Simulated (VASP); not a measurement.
A convergence study with VASP on InP (zinc blende): one setting is varied, all else stays as given below, so the limit is that of these other settings. Each run relaxes cell and ions from the cell shown.

```
InP
1.0
    0.00000     2.93500     2.93500
    2.93500     0.00000     2.93500
    2.93500     2.93500     0.00000
In P
1 1
Direct
  0.00000   0.00000   0.00000
  0.25000   0.25000   0.25000
```

Calculation: PBE GGA, VASP's PBE PAW potentials (set 64) (plane waves; VASP 6.6.1). The tightest run used: 550 eV cut-off, 12×12×12 Γ-centred mesh, Gaussian smearing of 0.050 eV, potentials In_d P.

```csv
setting,relaxed volume (Å³/atom),E (eV/atom),irreducible k-points
2×2×2 mesh,30.329,-3.3649,3
3×3×3 mesh,26.737,-4.0110,4
4×4×4 mesh,26.491,-4.1497,8
```

### Question
These are the cheaper rows. Estimate the results at 12×12×12 mesh, and how far the last row shown lies from them.

### Answer

```csv
quantity,tightest run,last row shown is off by
relaxed volume (Å³/atom),26.435,0.056
E (eV/atom),-4.2039,0.0541
```

Left out are rungs that failed or repeat a setting and relaxations that didn't move; long series are thinned to 24 rows.

The compound is InP in the zinc blende structure.
